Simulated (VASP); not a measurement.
Data:

```xyz
2
Lattice="1.8358 -3.1798 0.0000 1.8358 3.1798 0.0000 0.0000 0.0000 5.6046" Properties=species:S:1:pos:R:3 pbc="T T T"
Tb     1.8358     1.0599     1.4011
Tb     1.8358    -1.0599     4.2034
```

All values below come from r2SCAN meta-GGA, VASP's PBE PAW potentials (set 64) (plane waves; VASP). Numerical set-up: 520 eV cut-off, 13×13×8 Γ-centred mesh, tetrahedra with Blöchl corrections, potentials Tb_3.

The 4f electrons are frozen in the core of the lanthanide potential, so 4f levels, which can set the real gap, and their magnetism are missing.

### Question
Give the energies of bands 7 to 12 at the high-symmetry points, in eV from the Fermi level.

### Answer

```
band      Γ      M      K      A      L      H
----  -----  -----  -----  -----  -----  -----
7     -5.10  -1.86  -0.91  -3.42  -1.87  -0.45
8     -2.09  -1.41  -0.77  -3.42  -1.87  -0.45
9      1.40  -0.92  -0.77   1.17   0.13  -0.44
10     1.91  -0.07  -0.49   1.17   0.13  -0.44
11     1.91   1.53   1.32   1.79   1.68   0.55
12     2.56   1.80   1.32   1.79   1.68   0.55
```

It has no gap at this level: it comes out as a metal or semimetal.

The compound is Tb in the hcp structure. It was relaxed first.
